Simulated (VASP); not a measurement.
Shape and ions are relaxed at each volume.

Energy against volume of Re (hcp). Level of theory: PBE GGA, VASP's PBE PAW potentials (set 64) (plane waves; VASP).

```
V (Å³/atom)  E (eV/atom)
-----------  -----------
14.033         -12.35584
14.481         -12.41004
14.929         -12.42704
15.376         -12.41255
15.824         -12.37147
```

Fit a third-order Birch-Murnaghan equation of state.

| Property | Value |
|---|---|
| volume per atom | 14.93 Å³/atom |
| bulk modulus | 374 GPa |
| pressure derivative of the bulk modulus | 4.59 |

Measured: bulk modulus 369 GPa at 0 K (computed value off by +1.3 %), as given by Vázquez-Parga, Fernández-Martínez, Viñes, J. Chem. Theory Comput. (2023), doi:10.1021/acs.jctc.3c00612, Supporting … [zero-point energy and finite temperature contributions removed].

The compound is Re in the hcp structure. It was relaxed first.
